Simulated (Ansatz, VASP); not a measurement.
## Two plane-wave programs on Hg3P2

File INCAR:

```
SYSTEM = Hg3P2
PREC = Accurate
ENCUT = 520
EDIFF = 1E-7
ISMEAR = 0
SIGMA = 0.1
LREAL = .False.
LASPH = .True.
NELM = 100
ALGO = Normal
ISIF = 2
LWAVE = .False.
LCHARG = .True.
GGA = PE
LELF = .True.
LVHAR = .True.
NBANDS = 31
```

File KPOINTS:

```
regular mesh
0
Gamma
  4 4 4
  0 0 0
```

The input POSCAR:

```
Hg3P2
1.0
    6.4923726800      0.0000000000      0.0000000000
    0.0000000000      6.4923726800      0.0000000000
    0.0000000000      0.0000000000      6.4923726800
Hg P
3 2
Direct
    0.0000000000      0.5000000000      0.5000000000
    0.5000000000      0.0000000000      0.5000000000
    0.5000000000      0.5000000000      0.0000000000
    0.0000000000      0.0000000000      0.0000000000
    0.5000000000      0.5000000000      0.5000000000
```

Input for Ansatz:

```yaml
crystal:
  lattice:
    - [6.49237268, 0.0, 0.0]
    - [0.0, 6.49237268, 0.0]
    - [0.0, 0.0, 6.49237268]
  atoms:
    - { symbol: Hg, position: [0.0, 0.5, 0.5] }
    - { symbol: Hg, position: [0.5, 0.0, 0.5] }
    - { symbol: Hg, position: [0.5, 0.5, 0.0] }
    - { symbol: P, position: [0.0, 0.0, 0.0] }
    - { symbol: P, position: [0.5, 0.5, 0.5] }
basis:
  ecutwfc: 420
kpoints:
  mp_grid: { grid: [4, 4, 4] }
hamiltonian:
  xc: pbe
scf:
  occupations: { method: gaussian, width: 0.1 }
  lower_state_search: "off"
output:
  forces: true
  stress: true
  eigenvalues: true
```

Alike in both runs: task single point; functional PBE; k mesh 4 × 4 × 4; occupations gaussian, width 0.1 eV; no spin polarisation.

|  | VASP | Ansatz |
| --- | --- | --- |
| version | VASP 6.6.1 | Ansatz 0.2.0 |
| potentials or method | VASP PAW PBE potentials, release 64 (Hg, P) | scalar-relativistic, plane waves, PAW |
| plane-wave cutoff (eV) | 520 | 420 |
| valence electrons in the cell | 46 | 70 |

```csv
,VASP,Ansatz,Ansatz less VASP
gap on the k mesh at the Fermi level (eV),none,none,-
pressure (GPa),-3.4,-3.4,+0.01
```

A gap of «none» marks a metal or a gap that the smearing closes. The two sets of potentials don't hold the same shells in valence.

The runs have no spin-orbit coupling, so splittings on Hg are missing.
